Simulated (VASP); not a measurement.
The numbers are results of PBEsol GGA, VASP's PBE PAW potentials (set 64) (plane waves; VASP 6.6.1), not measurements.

A VASP calculation is set up with these files.

### KPOINTS
```
Automatic mesh
0
Gamma
18 18 18
0 0 0
```

POSCAR:
```
Pd
1
    0.0000000000     1.9372054213     1.9372054213
    1.9372054213     0.0000000000     1.9372054213
    1.9372054213     1.9372054213     0.0000000000
Pd
1
Direct
  0.0000000000   0.0000000000   0.0000000000
```

INCAR:
```
NSW = 20   # most ionic steps
LCHARG = .False.
SIGMA = 0.1   # width (eV)
EDIFF = 1E-5   # SCF stop (eV)
ISMEAR = 1   # Methfessel-Paxton
EDIFFG = -0.03
NELM = 100   # most electronic steps
LWAVE = .False.
LREAL = .False.
LASPH = .True.   # aspherical one-centre terms
ISIF = 2
IBRION = 2
LMAXMIX = 4   # l cut-off of mixed one-centre charges
ALGO = Fast   # Davidson, then RMM-DIIS
PREC = Normal
SYSTEM = Pd
ENCUT = 400   # plane-wave cut-off (eV)
NELMIN = 4
GGA = PS
```

POTCAR, in this order: Pd (PBE.64 set). Program: vasp_std.

Output of the run:

File OUTCAR:
```
 ion  position               nearest neighbor table
   1  0.000  0.000  0.000-
  LATTYP: Found a face centered cubic cell.
 ALAT       =     3.8744108426
 Subroutine PRICEL returns:
 Original cell was already a primitive cell.
 Subroutine GETGRP returns: Found 48 space group operations
The static configuration has the point symmetry O_h .
The dynamic configuration has the point symmetry O_h .
 Subroutine INISYM returns: Found 48 space group operations
 Subroutine IBZKPT returns following result:
 Found    195 irreducible k-points:

 Following reciprocal coordinates:
            Coordinates               Weight
  0.000000  0.000000  0.000000      1.000000
  0.055556  0.000000  0.000000      8.000000
  0.111111  0.000000  0.000000      8.000000
  0.166667  0.000000  0.000000      8.000000
  0.222222  0.000000  0.000000      8.000000
  0.277778  0.000000  0.000000      8.000000
  0.333333  0.000000  0.000000      8.000000
  0.388889  0.000000  0.000000      8.000000
  0.444444  0.000000  0.000000      8.000000
  0.500000  0.000000  0.000000      4.000000
...
```

File OSZICAR:
```
       N       E                     dE             d eps       ncg     rms          rms(c)
DAV:   1     0.295886585888E+02    0.29589E+02   -0.44833E+03  3575   0.826E+02
DAV:   2    -0.606383903301E+01   -0.35652E+02   -0.34483E+02  3758   0.169E+02
DAV:   3    -0.634993716951E+01   -0.28610E+00   -0.28564E+00  4087   0.176E+01
DAV:   4    -0.635127145060E+01   -0.13343E-02   -0.13342E-02  4100   0.113E+00
DAV:   5    -0.635128558926E+01   -0.14139E-04   -0.14139E-04  4067   0.973E-02    0.866E+00
RMM:   6    -0.598249965211E+01    0.36879E+00   -0.67722E-01  3510   0.900E+00    0.386E+00
RMM:   7    -0.596853008840E+01    0.13970E-01   -0.13225E-02  3510   0.147E+00    0.201E+00
RMM:   8    -0.596365133361E+01    0.48788E-02   -0.23754E-03  3510   0.555E-01    0.136E-01
RMM:   9    -0.596361105930E+01    0.40274E-04   -0.28766E-04  3518   0.177E-01    0.304E-02
RMM:  10    -0.596361819194E+01   -0.71326E-05   -0.58898E-05  3076   0.658E-02
   1 F= -.59636182E+01 E0= -.59632628E+01  d E =-.596362E+01
```

**OUTCAR**
```
------------------------ aborting loop because EDIFF is reached ----------------------------------------
  FORCE on cell =-STRESS in cart. coord.  units (eV):
  Direction    XX          YY          ZZ          XY          YZ          ZX
  --------------------------------------------------------------------------------------
  Total       -0.0731225     -0.0731225     -0.0731225      0.0000000      0.0000000     -0.0000000
  in kB       -8.0575829     -8.0575829     -8.0575829      0.0000000      0.0000000     -0.0000000
  external PRESSURE =      -8.0575829 kB  Pullay stress =       0.0000000 kB
  volume of cell :       14.54
      direct lattice vectors                 reciprocal lattice vectors
     0.000000000  1.937205421  1.937205421    -0.258103758  0.258103758  0.258103758
     1.937205421  0.000000000  1.937205421     0.258103758 -0.258103758  0.258103758
     1.937205421  1.937205421  0.000000000     0.258103758  0.258103758 -0.258103758
 POSITION                                       TOTAL-FORCE (eV/Angst)
 -----------------------------------------------------------------------------------
      0.00000      0.00000      0.00000        -0.000000     -0.000000     -0.000000
 -----------------------------------------------------------------------------------
    total drift:                               -0.000000     -0.000000     -0.000000
  FREE ENERGIE OF THE ION-ELECTRON SYSTEM (eV)
  ---------------------------------------------------
  free  energy   TOTEN  =        -5.9636181919 eV

  energy  without entropy=       -5.9625519258  energy(sigma->0) =       -5.96326277

 reached required accuracy - stopping structural energy minimisation
```
(Selected blocks of OUTCAR.)

The compound is Pd in the fcc structure. It was relaxed first.
